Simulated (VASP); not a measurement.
The system is AlNi3Sb.

```xyz
5
Lattice="4.1190 0.0000 0.0000 -2.0595 3.5672 0.0000 0.0000 0.0000 4.9385" Properties=species:S:1:pos:R:3 pbc="T T T"
Sb    0.0000    2.3781    2.4692
Ni    2.0595    1.1891    2.4692
Ni    0.0000    0.0000    1.2063
Ni    0.0000    0.0000    3.7322
Al    2.0595    1.1891    0.0000
```

The cell comes from a database or a generator and needn't be the stable form of this composition.

- Program: VASP 6.6.1
- Task: single point
- Functional: PBE
- Potentials or basis: VASP PAW PBE potentials, release 64 (Sb, Ni, Al)
- Cutoff: 520 eV
- k mesh: 8 × 8 × 6
- Occupations: fermi-dirac, width 0.05 eV
- Spin: collinear spin, ferromagnetic start
- Starting moments: [0.0, 1.0, 1.0, 1.0, 0.0] μB

On this cell: pressure 1.4 GPa; largest force 0.080 eV/Å; net moment 0.00 μB per cell; band gap on the k mesh none (metal or under the smearing width).

The same run follows on a disturbed copy (atoms moved at random, drawn with an rms of 0.05 Å):

```
CELL_PARAMETERS angstrom
4.11901 0.00000 0.00000
-2.05951 3.56717 0.00000
0.00000 0.00000 4.93846
ATOMIC_POSITIONS crystal
Sb 0.32251 0.65023 0.49489
Ni 0.66267 0.32650 0.49655
Ni 0.00955 0.00358 0.24526
Ni 0.99469 0.99860 0.75137
Al 0.68387 0.33737 0.99288
```

Question: What changes?

Answer: The energy (extrapolated to zero smearing) moves by +6.7 meV/atom; pressure 1.8 GPa; largest force 0.759 eV/Å; net moment 0.00 μB per cell; band gap on the k mesh none (metal or under the smearing width).

Forces on the atoms (eV/Å):
```
Sb   0.227  0.724  0.010
Ni  -0.087 -0.331 -0.049
Ni  -0.082 -0.204 -0.360
Ni   0.096 -0.127  0.227
Al  -0.155 -0.062  0.172
```

Stress tensor (GPa, compression positive):
```
2.75 0.20 0.22
0.20 0.95 0.13
0.22 0.13 1.59
```
